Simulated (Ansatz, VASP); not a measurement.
## One calculation of MgBe, two programs

```xyz
2
Lattice="2.8913 0.0000 0.0000 -1.4456 2.5039 0.0000 0.0000 0.0000 4.1629" Properties=species:S:1:pos:R:3 pbc="T T T"
Mg    0.0000    1.6693    0.0000
Be    1.4456    0.8346    2.0815
```

Alike in both runs: functional PBEsol; k mesh 9 × 9 × 6; occupations gaussian, width 0.1 eV; no spin polarisation.

Ansatz relaxed the structure, and its values are those at the end. VASP's run is a single point on that final structure, the one shown.

```csv
,VASP,Ansatz
version,VASP 6.6.1,Ansatz 0.2.0
potentials or method,"VASP PAW PBE potentials, release 64 (Mg, Be)","scalar-relativistic, plane waves, PAW"
plane-wave cutoff (eV),520,420
valence electrons in the cell,4,12
```

Ansatz gave:

```
gap on the k mesh at the Fermi level (eV) : none
pressure (GPa)                            : 0.2
```

**Question.** Which values does VASP return?

**Answer.** gap on the k mesh at the Fermi level (eV): none; pressure (GPa): 0.3.

A gap of «none» marks a metal or a gap that the smearing closes. The two sets of potentials don't hold the same shells in valence.

Caveats: the PAW data sets were made with another functional, which shifts forces and pressure a little (VASP).
